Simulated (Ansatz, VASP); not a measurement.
**ScF3 in VASP and in Ansatz**

Contents of INCAR:

```
SYSTEM = ScF3
  PREC = Accurate
  ENCUT = 520
  EDIFF = 1E-6
  ISMEAR = -1
  SIGMA = 0.02
  LREAL = .False.
  LASPH = .True.
  NELM = 80
  ALGO = Normal
  ISIF = 2
  LWAVE = .False.
  LCHARG = .False.
  NBANDS = 24
```

KPOINTS

```
Automatic mesh
0
Gamma
  6 6 6
  0 0 0
```

Contents of POSCAR:

```
ScF3
1.0
    4.0124500000      0.0000000000      0.0000000000
    0.0000000000      4.0124500000      0.0000000000
    0.0000000000      0.0000000000      4.0926990000
Sc F
1 3
Direct
    0.0000000000      0.0000000000      0.0000000000
    0.5000000000      0.0000000000      0.0000000000
    0.0000000000      0.5000000000      0.0000000000
    0.0000000000      0.0000000000      0.5000000000
```

Input for Ansatz:

```yaml
crystal:
  lattice:
    - [4.01245, 0.0, 0.0]
    - [0.0, 4.01245, 0.0]
    - [0.0, 0.0, 4.092699]
  atoms:
    - { symbol: Sc, position: [0.0, 0.0, 0.0] }
    - { symbol: F, position: [0.5, 0.0, 0.0] }
    - { symbol: F, position: [0.0, 0.5, 0.0] }
    - { symbol: F, position: [0.0, 0.0, 0.5] }
kpoints:
  mp_grid: { grid: [6, 6, 6] }
  band_path:
    path:
      - [0.0, 0.0, 0.0]
      - [0.0, 0.5, 0.0]
      - [0.5, 0.5, 0.0]
      - [0.0, 0.0, 0.0]
      - [0.0, 0.0, 0.5]
      - [0.0, 0.5, 0.5]
      - [0.5, 0.5, 0.5]
      - [0.0, 0.0, 0.5]
      - [0.0, 0.5, 0.0]
    npoints: 5
scf:
  occupations: { method: fermi_dirac, width: 0.02 }
hamiltonian:
  xc: lda
  pseudopotentials: { kind: all_electron, lapw: { basis_error: 0.001 } }
output:
  forces: true
  stress: true
  eigenvalues: true
```

Change from the starting cell: zz strain of +2 %.

Alike in both runs: task single point; functional LDA; k mesh 6 × 6 × 6; occupations fermi-dirac, width 0.02 eV; no spin polarisation.

|  | VASP | Ansatz |
| --- | --- | --- |
| version | VASP 6.6.1 | Ansatz 0.2.0 |
| potentials or method | VASP PAW LDA potentials, release 64 (Sc_sv, F) | all-electron LAPW, scalar-relativistic |
| plane-wave cutoff (eV) | 520 | see its input |

|  | VASP | Ansatz | Ansatz less VASP |
| --- | --- | --- | --- |
| gap on the k mesh at the Fermi level (eV) | 6.04 | 6.06 | +0.025 |
| pressure (GPa) | -4.1 | -4.6 | -0.55 |
| largest component of the traceless stress (GPa) | 2.89 | 2.81 | -0.084 |

Ansatz ran all-electron here, so the differences hold the error of VASP's frozen core and of both bases.

A k mesh can miss the band edges.
